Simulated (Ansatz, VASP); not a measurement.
## Two plane-wave programs on KCdF3

Contents of INCAR:

```
SYSTEM = KCdF3
  PREC = Accurate
  ENCUT = 520
  EDIFF = 1E-6
  ISMEAR = 0
  SIGMA = 0.05
  LREAL = .FALSE.
  LASPH = .TRUE.
  NELM = 100
  ALGO = Normal
  ISIF = 2
  LWAVE = .FALSE.
  LCHARG = .FALSE.
  NBANDS = 29
```

KPOINTS

```
regular mesh
0
G
  6 6 6
  0 0 0
```

Contents of POSCAR:

```
KCdF3
1.0
    4.3820890200      0.0000000000      0.0000000000
    0.0000000000      4.3820890200      0.0000000000
    0.0000000000      0.0000000000      4.3820890200
K Cd F
1 1 3
Direct
    0.0000000000      0.0000000000      0.0000000000
    0.5000000000      0.5000000000      0.5000000000
   -0.0057050416      0.5000000000      0.5000000000
    0.4942949584      0.0000000000      0.5000000000
    0.4942949584      0.5000000000      0.0000000000
```

Input for Ansatz:

```yaml
crystal:
  lattice:
    - [4.38208902, 0.0, 0.0]
    - [0.0, 4.38208902, 0.0]
    - [0.0, 0.0, 4.38208902]
  atoms:
    - { symbol: K, position: [0.0, 0.0, 0.0] }
    - { symbol: Cd, position: [0.5, 0.5, 0.5] }
    - { symbol: F, position: [-0.0057050416, 0.5, 0.5] }
    - { symbol: F, position: [0.4942949584, 0.0, 0.5] }
    - { symbol: F, position: [0.4942949584, 0.5, 0.0] }
basis:
  ecutwfc: 420
kpoints:
  mp_grid: { grid: [6, 6, 6] }
hamiltonian:
  xc: lda
scf:
  occupations: { method: gaussian, width: 0.05 }
output:
  forces: true
  stress: true
  eigenvalues: true
```

Change from the starting cell: all F atoms moved +0.025 Å, as atom 3 towards its neighbour atom 2 (Cd) at 2.191 Å.

Alike in both runs: task single point; functional LDA; k mesh 6 × 6 × 6; occupations gaussian, width 0.05 eV; no spin polarisation.

|  | VASP | Ansatz |
| --- | --- | --- |
| version | VASP 6.6.1 | Ansatz 0.2.0 |
| potentials or method | VASP PAW LDA potentials, release 64 (K_sv, Cd, F) | scalar-relativistic, plane waves, PAW |
| plane-wave cutoff (eV) | 520 | 420 |
| valence electrons in the cell | 42 | 50 |

|  | VASP | Ansatz | Ansatz less VASP |
| --- | --- | --- | --- |
| gap on the k mesh at the Fermi level (eV) | 2.80 | 2.81 | +0.011 |
| least direct gap on the mesh (eV) | 4.58 | 4.61 | +0.026 |
| pressure (GPa) | -2.9 | -3.5 | -0.65 |
| largest component of the traceless stress (GPa) | 0.05 | 0.05 | -0.003 |
| rms of the force components (eV/Å) | 0.087 | 0.078 | -0.0090 |

Atom by atom the forces differ by 0.009 eV/Å (rms over components). The two sets of potentials don't hold the same shells in valence.

A k mesh can miss the band edges.
